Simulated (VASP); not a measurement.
Method: PBE GGA, VASP's PBE PAW potentials (set 64) (plane waves; VASP 6.6.1).

VASP input:

**POSCAR**
```
Tc
1
    1.3724620937    -2.3771744735     0.0000000000
    1.3724620937     2.3771744735    -0.0000000000
   -0.0000000000     0.0000000000     4.3974216113
Tc
2
Direct
  0.3333330000   0.6666670000   0.2500000000
  0.6666670000   0.3333330000   0.7500000000
```

**KPOINTS**
```
Automatic mesh
0
gamma
  14 14 8
```

**INCAR**
```
SYSTEM=Tc
PREC=Accurate; ENCUT=480; LREAL=F
LASPH=T
EDIFF=1E-7; NELM=100; ALGO=Normal
LMAXMIX=4
ISMEAR=1; SIGMA=0.1
GGA=PE
IBRION=2; NSW=40; ISIF=3
EDIFFG=-0.01; PSTRESS=50
LWAVE=F; LCHARG=F
```

POTCAR, in this order: Tc_pv (PBE.64 set). Program: vasp_std.

The run wrote:

OUTCAR:
```
 ion  position               nearest neighbor table
   1  0.333  0.667  0.250-   2 2.71   2 2.71   2 2.71   2 2.71   2 2.71   2 2.71
   2  0.667  0.333  0.750-   1 2.71   1 2.71   1 2.71   1 2.71   1 2.71   1 2.71
  LATTYP: Found a hexagonal cell.
 ALAT       =     2.7449245301
 C/A-ratio  =     1.6020191313
 Subroutine PRICEL returns:
 Original cell was already a primitive cell.
 Subroutine GETGRP returns: Found 24 space group operations
The static configuration has the point symmetry D_3d.
 The point group associated with its full space group is D_6h.
The dynamic configuration has the point symmetry D_3d.
 Subroutine INISYM returns: Found 24 space group operations
 Subroutine IBZKPT returns following result:
 Found    120 irreducible k-points:

 Following reciprocal coordinates:
            Coordinates               Weight
  0.000000  0.000000  0.000000      1.000000
  0.071429  0.000000  0.000000      6.000000
  0.142857  0.000000  0.000000      6.000000
  0.214286  0.000000  0.000000      6.000000
  0.285714  0.000000  0.000000      6.000000
  0.357143  0.000000  0.000000      6.000000
  0.428571  0.000000  0.000000      6.000000
  0.500000  0.000000  0.000000      3.000000
  0.071429  0.071429  0.000000      6.000000
  0.142857  0.071429  0.000000     12.000000
  0.214286  0.071429  0.000000     12.000000
  0.285714  0.071429  0.000000     12.000000
  0.357143  0.071429  0.000000     12.000000
  0.428571  0.071429  0.000000     12.000000
  0.142857  0.142857  0.000000      6.000000
  0.214286  0.142857  0.000000     12.000000
  0.285714  0.142857  0.000000     12.000000
  0.357143  0.142857  0.000000     12.000000
  0.428571  0.142857  0.000000      6.000000
  0.214286  0.214286  0.000000      6.000000
  0.285714  0.214286  0.000000     12.000000
  0.357143  0.214286  0.000000     12.000000
...
```

File OSZICAR:
```
       N       E                     dE             d eps       ncg     rms          rms(c)
DAV:   1     0.300799737587E+03    0.30080E+03   -0.16105E+04  4112   0.151E+03
DAV:   2    -0.144318865388E+02   -0.31523E+03   -0.31215E+03  4606   0.445E+02
DAV:   3    -0.220868218838E+02   -0.76549E+01   -0.74833E+01  4806   0.796E+01
DAV:   4    -0.221575302863E+02   -0.70708E-01   -0.70607E-01  4519   0.762E+00
DAV:   5    -0.221581681067E+02   -0.63782E-03   -0.63771E-03  4602   0.685E-01    0.235E+01
DAV:   6    -0.208575785334E+02    0.13006E+01   -0.31849E+00  4331   0.177E+01    0.725E+00
DAV:   7    -0.207080914820E+02    0.14949E+00   -0.59276E-01  4659   0.690E+00    0.865E-01
DAV:   8    -0.206991285044E+02    0.89630E-02   -0.10796E-02  4220   0.114E+00    0.297E-01
DAV:   9    -0.206990645854E+02    0.63919E-04   -0.56396E-04  4789   0.212E-01    0.215E-02
DAV:  10    -0.206990599332E+02    0.46522E-05   -0.15881E-05  4347   0.344E-02    0.905E-03
DAV:  11    -0.206990590734E+02    0.85984E-06   -0.60745E-07  4367   0.862E-03    0.863E-04
DAV:  12    -0.206990587463E+02    0.32706E-06   -0.41805E-08  2134   0.164E-03    0.199E-04
DAV:  13    -0.206990587211E+02    0.25255E-07   -0.77162E-09  2066   0.651E-04
   1 F= -.19803593E+02 E0= -.19803188E+02  d E =-.198036E+02
       N       E                     dE             d eps       ncg     rms          rms(c)
DAV:   1    -0.216227602814E+02   -0.92370E+00   -0.28973E+01  4182   0.639E+01    0.119E+01
DAV:   2    -0.206361667960E+02    0.98659E+00   -0.27384E+00  4180   0.178E+01    0.167E+00
DAV:   3    -0.205863044257E+02    0.49862E-01   -0.34668E-01  4476   0.569E+00    0.179E+00
DAV:   4    -0.206036716771E+02   -0.17367E-01   -0.13826E-02  4192   0.982E-01    0.176E-01
DAV:   5    -0.206050990690E+02   -0.14274E-02   -0.36808E-03  4547   0.553E-01    0.504E-02
DAV:   6    -0.206051404337E+02   -0.41365E-04   -0.14430E-04  4161   0.114E-01    0.217E-02
DAV:   7    -0.206051389043E+02    0.15294E-05   -0.21230E-06  4484   0.134E-02    0.113E-03
DAV:   8    -0.206051390556E+02   -0.15132E-06   -0.10655E-07  2335   0.304E-03    0.378E-04
DAV:   9    -0.206051391124E+02   -0.56802E-07   -0.24961E-08  2053   0.134E-03
   2 F= -.19757289E+02 E0= -.19757077E+02  d E =0.463041E-01
       N       E                     dE             d eps       ncg     rms          rms(c)
DAV:   1    -0.212834406160E+02   -0.67830E+00   -0.17609E+01  4242   0.521E+01    0.809E+00
DAV:   2    -0.207076707730E+02    0.57577E+00   -0.16696E+00  4260   0.134E+01    0.127E+00
DAV:   3    -0.206823711504E+02    0.25300E-01   -0.20583E-01  4449   0.430E+00    0.109E+00
DAV:   4    -0.206926404590E+02   -0.10269E-01   -0.10782E-02  4121   0.811E-01    0.295E-01
DAV:   5    -0.206923609426E+02    0.27952E-03   -0.19096E-03  4520   0.415E-01    0.503E-02
DAV:   6    -0.206924957260E+02   -0.13478E-03   -0.95706E-05  4178   0.774E-02    0.677E-03
DAV:   7    -0.206924961897E+02   -0.46363E-06   -0.15950E-06  4844   0.999E-03    0.951E-04
DAV:   8    -0.206924960435E+02    0.14616E-06   -0.10165E-07  2236   0.291E-03    0.766E-04
DAV:   9    -0.206924960919E+02   -0.48445E-07   -0.12945E-08  2049   0.106E-03
   3 F= -.19808564E+02 E0= -.19808187E+02  d E =-.497071E-02
```

OUTCAR:
```
------------------------ aborting loop because EDIFF is reached ----------------------------------------
  FORCE on cell =-STRESS in cart. coord.  units (eV):
  Direction    XX          YY          ZZ          XY          YZ          ZX
  --------------------------------------------------------------------------------------
  Total        0.8715042      0.8715045      0.8714050      0.0000000      0.0000000      0.0000000
  in kB       49.2970003     49.2970168     49.2913865      0.0000000      0.0000000      0.0000000
  external PRESSURE =      -0.7048655 kB  Pullay stress =      50.0000000 kB
  volume of cell :       28.32
      direct lattice vectors                 reciprocal lattice vectors
     1.366571339 -2.366971387  0.000000000     0.365879179 -0.211240407 -0.000000000
     1.366571339  2.366971387  0.000000000     0.365879179  0.211240407  0.000000000
     0.000000000 -0.000000000  4.378287582     0.000000000  0.000000000  0.228399798
 POSITION                                       TOTAL-FORCE (eV/Angst)
 -----------------------------------------------------------------------------------
      1.36657      0.78899      1.09457         0.000000      0.000000      0.000000
      1.36657     -0.78899      3.28372         0.000000     -0.000000      0.000000
 -----------------------------------------------------------------------------------
    total drift:                                0.000026      0.000613     -0.000043
  FREE ENERGIE OF THE ION-ELECTRON SYSTEM (eV)
  ---------------------------------------------------
  free  energy   TOTEN  =       -20.6924960919 eV

  energy  without entropy=      -20.6913672426  energy(sigma->0) =      -20.69211981
  enthalpy is  TOTEN    =       -19.8085637633 eV   P V=        0.8839323287

 reached required accuracy - stopping structural energy minimisation
```
(Selected blocks of OUTCAR.)

**CONTCAR**
```
Tc
   1.00000000000000
     1.3665713394059480   -2.3669713867563185    0.0000000000000000
     1.3665713394059480    2.3669713867563185    0.0000000000000000
     0.0000000000000000   -0.0000000000000000    4.3782875815763562
  Tc
     2
Direct
     0.3333330000000032    0.6666669999999968    0.2500000000000000
     0.6666669999999968    0.3333330000000032    0.7500000000000000
```

OUTCAR:
```
 val. band max:       12.7957222943   @ k =   0.1429   0.1429   0.1250

 cond. band min:      12.8009270562   @ k =   0.2857   0.0714   0.5000


 Fermi energy:        12.7975692456

 k-point     1 :       0.0000    0.0000    0.0000
  band No.  band energies     occupation
      1     -26.6506      2.00000
      2     -25.5056      2.00000
      3     -25.5056      2.00000
      4     -25.3122      2.00000
      5     -25.3122      2.00000
      6     -25.2712      2.00000
      7       5.4695      2.00000
      8       7.3417      2.00000
      9      11.2526      2.00000
     10      11.2526      2.00000
     11      11.3346      2.00000
     12      11.9849      2.00000
     13      11.9849      2.00000
     14      12.6882      2.06461
     15      12.6883      2.06458
     16      14.5449     -0.00000
     17      15.3948      0.00000

 k-point     2 :       0.0714    0.0000    0.0000
  band No.  band energies     occupation
      1     -26.6291      2.00000
      2     -25.5539      2.00000
      3     -25.5213      2.00000
      4     -25.3626      2.00000
      5     -25.3188      2.00000
      6     -25.2802      2.00000
      7       5.6637      2.00000
      8       7.4997      2.00000
      9      10.8542      2.00000
     10      11.4190      2.00000
     11      11.6735      2.00000
     12      11.8856      2.00000
     13      12.1399      2.00000
     14      12.4416      2.00001
     15      12.5559      2.00333
     16      13.5244     -0.00000
     17      15.4792      0.00000

 k-point     3 :       0.1429    0.0000    0.0000
  band No.  band energies     occupation
      1     -26.5667      2.00000
      2     -25.6898      2.00000
      3     -25.5646      2.00000
      4     -25.5012      2.00000
      5     -25.3385      2.00000
      6     -25.3078      2.00000
      7       6.2079      2.00000
      8       7.9011      2.00000
      9      10.3688      2.00000
     10      11.5098      2.00000
     11      11.5875      2.00000
...
```

The compound is Tc in the hcp structure. This run relaxes it under an external pressure of 5 GPa. Symmetry was kept, so distortions that lower it aren't found.
